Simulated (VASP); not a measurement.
VASP input:

### KPOINTS
```
kpoints
0
G
 8 8 1
```

File POSCAR:
```
P
1
    5.6129240000     0.0000000000     0.0000000000
    0.0000000000    10.9300800000     0.0000000000
    0.0000000000     0.0000000000    18.4755000000
P
16
Direct
  0.7747580000   0.5983550000   0.4505920000
  0.0606290000   0.9036210000   0.4042210000
  0.4491550000   0.9035160000   0.3803520000
  0.3881600000   0.5980170000   0.4765480000
  0.9485040000   0.0950830000   0.3783460000
  0.8889530000   0.4073780000   0.4777590000
  0.2760900000   0.4008460000   0.4503360000
  0.5562090000   0.0939460000   0.4053740000
  0.4232960000   0.5950300000   0.5961480000
  0.7140810000   0.9019560000   0.5474140000
  0.0999170000   0.9065670000   0.5238110000
  0.0520840000   0.5958890000   0.6203370000
  0.6045960000   0.0940550000   0.5212110000
  0.5444340000   0.4033260000   0.6223320000
  0.9339160000   0.4092420000   0.5965900000
  0.2233840000   0.0931720000   0.5486290000
```

### INCAR
```
SYSTEM = P
PREC = Accurate
ENCUT = 210
EDIFF = 1E-04
NELM = 100
ALGO = Normal
LREAL = Auto
LASPH = .TRUE.
ISMEAR = 0
SIGMA = 0.136
LWAVE = .FALSE.
LCHARG = .FALSE.
ISIF = 2
```

POTCAR, in this order: P (LDA.64 set). Program: vasp_std.

**Question.** Translate this LDA calculation to Quantum ESPRESSO's pw.x.

**Answer.** One equivalent input (not run):
```
&CONTROL
  calculation = 'scf'
  pseudo_dir = './pseudo'
  outdir = './out'
  tprnfor = .true.
  tstress = .true.
/
&SYSTEM
  ibrav = 0
  nat = 16
  ntyp = 1
  ecutwfc = 48
  occupations = 'smearing'
  smearing = 'gaussian'
  degauss = 0.009996
  input_dft = 'pz'
/
&ELECTRONS
  conv_thr = 7.3e-06
  electron_maxstep = 100
/
ATOMIC_SPECIES
  P 30.974 P.upf
CELL_PARAMETERS angstrom
     5.6129240    0.0000000    0.0000000
     0.0000000   10.9300800    0.0000000
     0.0000000    0.0000000   18.4755000
ATOMIC_POSITIONS crystal
  P    0.7747580  0.5983550  0.4505920
  P    0.0606290  0.9036210  0.4042210
  P    0.4491550  0.9035160  0.3803520
  P    0.3881600  0.5980170  0.4765480
  P    0.9485040  0.0950830  0.3783460
  P    0.8889530  0.4073780  0.4777590
  P    0.2760900  0.4008460  0.4503360
  P    0.5562090  0.0939460  0.4053740
  P    0.4232960  0.5950300  0.5961480
  P    0.7140810  0.9019560  0.5474140
  P    0.0999170  0.9065670  0.5238110
  P    0.0520840  0.5958890  0.6203370
  P    0.6045960  0.0940550  0.5212110
  P    0.5444340  0.4033260  0.6223320
  P    0.9339160  0.4092420  0.5965900
  P    0.2233840  0.0931720  0.5486290
K_POINTS automatic
  8 8 1 0 0 0
```
What does not carry over: the potentials are each code's own (VASP's PAW set, PseudoDojo norm-conserving files in pw.x), so ENCUT and ecutwfc are chosen apart and not converted; conv_thr bounds pw.x's estimated SCF error, while EDIFF bounds the energy change between steps.

The cell is a sheet with vacuum, built from a database entry that may be metastable or hypothetical.
